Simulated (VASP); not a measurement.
# CInOClH4 in VASP: reference runs

How does CInOClH4 come out in PBE? The cell is run as given.

All numbers are computed with VASP 6.6.1; they aren't measurements. Logs are shortened: lines on timing, memory, paths and dates and some standing lists are left out, and cuts for length are marked.

## Step 1: The structure

The cell holds a molecule in a box, 8 atoms: a = 13.000 Å, b = 14.000 Å, c = 13.000 Å, α = 90.00°, β = 90.00°, γ = 90.00°.

## Step 2: Single point, PBE

Input file INCAR:

```
PREC = Accurate ; ENCUT = 520
EDIFF = 1E-7 ; ISMEAR = 0
SIGMA = 0.01 ; LREAL = F
LASPH = T ; NELM = 80
ALGO = Normal ; ISIF = 2
LWAVE = F ; LCHARG = T
GGA = PE ; LELF = T
LVHAR = T ; LVACPOTAV = T
NBANDS = 27
```

Input file KPOINTS:

```
Automatic mesh
0
Gamma
  1 1 1
```

Input file POSCAR:

```
InH4CClO
1.0
   13.0000000000      0.0000000000      0.0000000000
    0.0000000000     14.0000000000      0.0000000000
    0.0000000000      0.0000000000     13.0000000000
C In O Cl H
1 1 1 1 4
Direct
    0.4342230800      0.5897535700      0.4769346200
    0.5268615400      0.4643821400      0.4848192300
    0.6227769200      0.4217464300      0.5936423100
    0.5275153800      0.3503035700      0.3546115400
    0.4819000000      0.6526964300      0.4895346200
    0.3982307700      0.5934750000      0.4014576900
    0.3751076900      0.5866035700      0.5363115400
    0.6268923100      0.4652178600      0.6506192300
```

Potentials or basis: VASP PAW PBE potentials, release 64 (C, In_d, O, Cl, H).

The run is started by

```sh
> cat potpaw_PBE.64/C/POTCAR potpaw_PBE.64/In_d/POTCAR potpaw_PBE.64/O/POTCAR potpaw_PBE.64/Cl/POTCAR potpaw_PBE.64/H/POTCAR > POTCAR
> mpirun -np 1 vasp_gam > vasp.out
```

OUTCAR:

```text
PREC = Accurate
   ENCUT = 520
   EDIFF = 1E-7
   ISMEAR = 0
   LREAL = F
   LASPH = T
   NELM = 80
   ISIF = 2
   GGA = PE

 ion  position               nearest neighbor table
   1  0.434  0.590  0.477-   6 1.09   5 1.09   7 1.09   2 2.13
   2  0.527  0.464  0.485-   3 1.98   1 2.13   4 2.33
   3  0.623  0.422  0.594-   8 0.96   2 1.98
   4  0.528  0.350  0.355-   2 2.33
   5  0.482  0.653  0.490-   1 1.09
   6  0.398  0.593  0.401-   1 1.09
   7  0.375  0.587  0.536-   1 1.09
   8  0.627  0.465  0.651-   3 0.96

  LATTYP: Found a simple tetragonal cell.
 ALAT       =    13.0000000000
 C/A-ratio  =     1.0769230769

  Lattice vectors:

 A1 = ( -13.0000000000,   0.0000000000,   0.0000000000)
 A2 = (   0.0000000000,   0.0000000000,  13.0000000000)
 A3 = (   0.0000000000,  14.0000000000,   0.0000000000)

Analysis of symmetry for initial positions (statically):
=====================================================================
 Subroutine PRICEL returns:
 Original cell was already a primitive cell.

 Routine SETGRP: Setting up the symmetry group for a
 simple tetragonal supercell.

 Subroutine GETGRP returns: Found  1 space group operations
 (whereof  1 operations were pure point group operations)
 out of a pool of 16 trial point group operations.

The static configuration has the point symmetry C_1 .

Analysis of symmetry for dynamics (positions and initial velocities):
=====================================================================
 Subroutine PRICEL returns:
 Original cell was already a primitive cell.

 Routine SETGRP: Setting up the symmetry group for a
 simple tetragonal supercell.

 Subroutine GETGRP returns: Found  1 space group operations
 (whereof  1 operations were pure point group operations)
 out of a pool of 16 trial point group operations.

The dynamic configuration has the point symmetry C_1 .

 Subroutine INISYM returns: Found  1 space group operations
 (whereof  1 operations are pure point group operations),
 and found     1 'primitive' translations

----------------------------------------------------------------------------------------

                                     Primitive cell

  volume of cell :    2366.0000

  direct lattice vectors                    reciprocal lattice vectors
    13.000000000  0.000000000  0.000000000     0.076923077  0.000000000  0.000000000
     0.000000000 14.000000000  0.000000000     0.000000000  0.071428571  0.000000000
     0.000000000  0.000000000 13.000000000     0.000000000  0.000000000  0.076923077

  length of vectors
    13.000000000 14.000000000 13.000000000     0.076923077  0.071428571  0.076923077

  position of ions in fractional coordinates (direct lattice)
     0.434223080  0.589753570  0.476934620
     0.526861540  0.464382140  0.484819230
     0.622776920  0.421746430  0.593642310
     0.527515380  0.350303570  0.354611540
     0.481900000  0.652696430  0.489534620
     0.398230770  0.593475000  0.401457690
     0.375107690  0.586603570  0.536311540
     0.626892310  0.465217860  0.650619230

  ion indices of the primitive-cell ions
   primitive index   ion index
                 1           1
                 2           2
                 3           3
                 4           4
                 5           5
                 6           6
                 7           7
                 8           8

----------------------------------------------------------------------------------------

 KPOINTS: Automatic mesh

Automatic generation of k-mesh.
 Grid dimensions read from file:
 generate k-points for:    1    1    1

 Generating k-lattice:

  Cartesian coordinates                     Fractional coordinates (reciprocal lattice)
     0.076923077  0.000000000  0.000000000     1.000000000  0.000000000  0.000000000
     0.000000000  0.071428571  0.000000000     0.000000000  1.000000000  0.000000000
     0.000000000  0.000000000  0.076923077     0.000000000  0.000000000  1.000000000

  Length of vectors
     0.076923077  0.071428571  0.076923077

  Shift w.r.t. Gamma in fractional coordinates (k-lattice)
     0.000000000  0.000000000  0.000000000

 Subroutine IBZKPT returns following result:
 ===========================================

 Found      1 irreducible k-points:

 Following reciprocal coordinates:
            Coordinates               Weight
  0.000000  0.000000  0.000000      1.000000
   k-points           NKPTS =      1   k-points in BZ     NKDIM =      1   number of bands    NBANDS=     27
   number of dos      NEDOS =    301   number of ions     NIONS =      8
   total plane-waves  NPLWV = ******
   dimension x,y,z NGX =    98 NGY =  108 NGZ =   98
   dimension x,y,z NGXF=   196 NGYF=  216 NGZF=  196
   ions per type =               1   1   1   1   4
   NGX,Y,Z   is equivalent  to a cutoff of  12.53, 12.82, 12.53 a.u.
   NGXF,Y,Z  is equivalent  to a cutoff of  25.06, 25.65, 25.06 a.u.
 SYSTEM =  unknown system
   PREC   = accura    normal or accurate (medium, high low for compatibility)
   ISTART =      0    job   : 0-new  1-cont  2-samecut
   ICHARG =      2    charge: 1-file 2-atom 10-const
   ISPIN  =      1    spin polarized calculation?
   LNONCOLLINEAR =      F non collinear calculations
   LSORBIT =      F    spin-orbit coupling
   LASPH  =      T    aspherical Exc in radial PAW
   ENCUT  =  520.0 eV  38.22 Ry    6.18 a.u.  24.17 26.03 24.17*2*pi/ulx,y,z
   NELM   =     80;   NELMIN=  2; NELMDL= -5     # of ELM steps
   EDIFF  = 0.1E-06   stopping-criterion for ELM
   LREAL  =      F    real-space projection
   EDIFFG = 0.1E-05   stopping-criterion for IOM
   NSW    =      0    number of steps for IOM
   IBRION =     -1    ionic relax: 0-MD 1-quasi-New 2-CG
   NFREE  =      0    steps in history (QN), initial steepest desc. (CG)
   ISIF   =      2    stress and relaxation
   ISYM   =      2    0-nonsym 1-usesym 2-fastsym
   POTIM  = 0.5000    time-step for ionic-motion
   TEBEG  =    0.0;   TEEND  =   0.0 temperature during run
   PSTRESS=    0.0 pullay stress
   NELECT =      34.0000    total number of electrons
   NUPDOWN=      -1.0000    fix difference up-down
   EMIN   =  10.00;   EMAX   =-10.00  energy-range for DOS
   EFERMI =   0.00;   METHOD = LEGACY
   ISMEAR =     0;   SIGMA  =   0.01  broadening in eV -4-tet -1-fermi 0-gaus
   EFERMI_NEDOS =   21; number of points for ismear=-14 and -15
   IALGO  =     38    algorithm
   IMIX   =      4    mixing-type and parameters
     AMIX     =   0.40;   BMIX     =  1.00
     AMIX_MAG =   1.60;   BMIX_MAG =  1.00
  volume/ion in A,a.u.               =     295.75      1995.82
  Fermi-wavevector in a.u.,A,eV,Ry     =   0.398012  0.752134  2.155348  0.158414
  Thomas-Fermi vector in A             =   1.345247
   LORBIT       =      0    0 simple, 1 ext, 2 COOP (PROOUT), +10 PAW based schemes
   GGA     = PE    functional components
   LHFCALC =     F    Hartree Fock is set to
   AEXX    =    0.0000 exact exchange contribution
   IVDW    =     0    specifies the selected vdW correction
   LEPSILON=     F    determine dielectric tensor
   LRPA    =     F    only Hartree local field effects (RPA)
 non-spin polarized calculation
 Gauss-broadening in eV      SIGMA  =   0.01
  energy-cutoff  :      520.00
  volume of cell :     2366.00
 maximum number of plane-waves:     31773
 NGX is ok and might be reduce to    98
   NGX = 49   NGY = 53   NGZ = 49

 number of electron      34.0000007 magnetization

 Free energy of the ion-electron system (eV)
  ---------------------------------------------------
  ext. energy  EPLUGINS =         0.00000000
  ---------------------------------------------------
  free energy    TOTEN  =       -35.66437232 eV

  energy without entropy =      -35.66437232  energy(sigma->0) =      -35.66437232

 E-fermi :  -6.5683     XC(G=0):  -0.7341

 val. band max:       -6.6342527450   @ k =   0.0000   0.0000   0.0000
 cond. band min:      -2.0034632518   @ k =   0.0000   0.0000   0.0000
 fundamental gap:      4.6307894931
 Fermi energy:        -6.5682905241

 k-point     1 :       0.0000    0.0000    0.0000
  band No.  band energies     occupation
      1     -23.8492      2.00000
      2     -19.9774      2.00000
      3     -19.2542      2.00000
      4     -19.0436      2.00000
      5     -18.9676      2.00000
      6     -18.7969      2.00000
[... 19 lines left out ...]
     26       0.9285      0.00000
     27       1.0065      0.00000

------------------------ aborting loop because EDIFF is reached ----------------------------------------

  FORCE on cell =-STRESS in cart. coord.  units (eV):
  Direction    XX          YY          ZZ          XY          YZ          ZX
  --------------------------------------------------------------------------------------
  -------------------------------------------------------------------------------------
  Total        0.7962642      1.1316139      1.5180699     -0.4088302      0.3752804      0.5604413
  in kB        0.5392039      0.7662917      1.0279870     -0.2768464      0.2541275      0.3795124
  external PRESSURE =       0.7778275 kB  Pullay stress =       0.0000000 kB

 VOLUME and BASIS-vectors are now :
 -----------------------------------------------------------------------------
  energy-cutoff  :      520.00
  volume of cell :     2366.00
      direct lattice vectors                 reciprocal lattice vectors
    13.000000000  0.000000000  0.000000000     0.076923077  0.000000000  0.000000000
     0.000000000 14.000000000  0.000000000     0.000000000  0.071428571  0.000000000
     0.000000000  0.000000000 13.000000000     0.000000000  0.000000000  0.076923077

 POSITION                                       TOTAL-FORCE (eV/Angst)
 -----------------------------------------------------------------------------------
      5.64490      8.25655      6.20015        -0.066268      0.083911     -0.022834
      6.84920      6.50135      6.30265        -0.235702      0.207373     -0.157231
      8.09610      5.90445      7.71735         0.348880     -0.614561     -0.093737
      6.85770      4.90425      4.60995         0.016200     -0.225525     -0.217967
      6.26470      9.13775      6.36395         0.131317      0.159715      0.035383
      5.17700      8.30865      5.21895        -0.090400      0.005668     -0.195254
      4.87640      8.21245      6.97205        -0.139677     -0.021655      0.152829
      8.14960      6.51305      8.45805         0.035649      0.405073      0.498812
 -----------------------------------------------------------------------------------
    total drift:                               -0.000430      0.000300      0.000208

  FREE ENERGIE OF THE ION-ELECTRON SYSTEM (eV)
  ---------------------------------------------------
  free  energy   TOTEN  =       -35.6643723189 eV

  energy  without entropy=      -35.6643723189  energy(sigma->0) =      -35.66437232
```

Wall time 6.6 min (1 thread of AMD EPYC 7R43 (Zen 3), shared host); peak memory 1.7 GiB.

Results:

```yaml
Free_energy: -35.6644 eV
Largest_force: 0.713 eV/Å
Gap_between_the_frontier_levels: 4.63 eV
```

Forces on the atoms (eV/Å):
```
C   -0.066  0.084 -0.023
In  -0.236  0.207 -0.157
O    0.349 -0.615 -0.094
Cl   0.016 -0.226 -0.218
H    0.131  0.160  0.035
H   -0.090  0.006 -0.195
H   -0.140 -0.022  0.153
H    0.036  0.405  0.499
```

Caveat: spin-orbit coupling is left out, which moves the levels of the heavy elements. A hybrid or GW would open this gap; PBE tends to underestimate it.
